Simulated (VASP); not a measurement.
# CoSi (B20): computed properties

Level of theory: PBE GGA, VASP's PBE PAW potentials (set 64) (plane waves; VASP).

```json
{
 "space_group": "P2_13 (198)",
 "cell": "a = 4.4273 Å, b = 4.4273 Å, c = 4.4273 Å, α = 90.00°, β = 90.00°, γ = 90.00°",
 "volume_per_atom": "10.85 Å³/atom",
 "band gap (over mesh and band path)": "none (metal, semimetal or under 0.01 eV)",
 "density": "6.66 g/cm³"
}
```

CoSi has the cubic space group P2₁3 (No. 198), Pearson symbol cP8. Cell: a = b = c = 4.427 Å, α = β = γ = 90.00°. Co on 4a sees 7 Si at 2.313–2.431 Å and 6 Co at 2.723 Å. Si on 4a has 7 Co at 2.313–2.431 Å and 6 Si at 2.740 Å. (Neighbours: up to the widest gap in distance over summed covalent radii, below 1.35, at either atom; cation-cation and far metal-metal contacts left out.)

Measured: a 4.444 Å (computed value off by -0.4 %), as given by Wikipedia, Cobalt monosilicide. The calculation is for a static lattice, while the measured a holds thermal and zero-point effects, which are part of the difference.

The compound is CoSi in the B20 structure. It was relaxed first. Symmetry was kept, so distortions that lower it aren't found. The run is not spin-polarised, so no magnetic state was tried.
